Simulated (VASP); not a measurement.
Computed with LDA (Ceperley-Alder, Perdew-Zunger), VASP's LDA PAW potentials (set 64) (plane waves; VASP).

A VASP calculation is set up with these files.

### KPOINTS
```
Automatic
0
G
12 12 12
```

File POSCAR:
```
LiF
1
    0.0000000000     1.9505849790     1.9505849790
    1.9505849790     0.0000000000     1.9505849790
    1.9505849790     1.9505849790    -0.0000000000
Li F
1 1
Direct
  0.0000000000   1.0000000000   1.0000000000
  0.5000000000   0.5000000000   0.5000000000
```

### INCAR
```
# general
SYSTEM=LiF
PREC  =Accurate
ENCUT =620
LREAL =.FALSE.
LASPH =.TRUE.

# electronic loop
EDIFF =1E-6
NELM  =100
ALGO  =Normal

# smearing
ISMEAR=0
SIGMA =0.05

# ions
IBRION=2
NSW   =40
ISIF  =3
EDIFFG=-0.02

# output
LWAVE =.FALSE.
LCHARG=.FALSE.
```

POTCAR, in this order: Li_sv F (LDA.64 set). Program: vasp_std.

Question: What will the output report for the number of irreducible k-points (NKPTS), largest plane-wave count, number of space-group operations, FFT grid (NGX, NGY, NGZ)?

Answer: 
```json
{
  "number of irreducible k-points (NKPTS)": "72",
  "largest_plane_wave_count": "534",
  "number_of_space_group_operations": "48",
  "FFT grid (NGX, NGY, NGZ)": "24 × 24 × 24"
}
```

The compound is LiF in the rock salt structure. It was relaxed first, which changed the volume by -9 %.
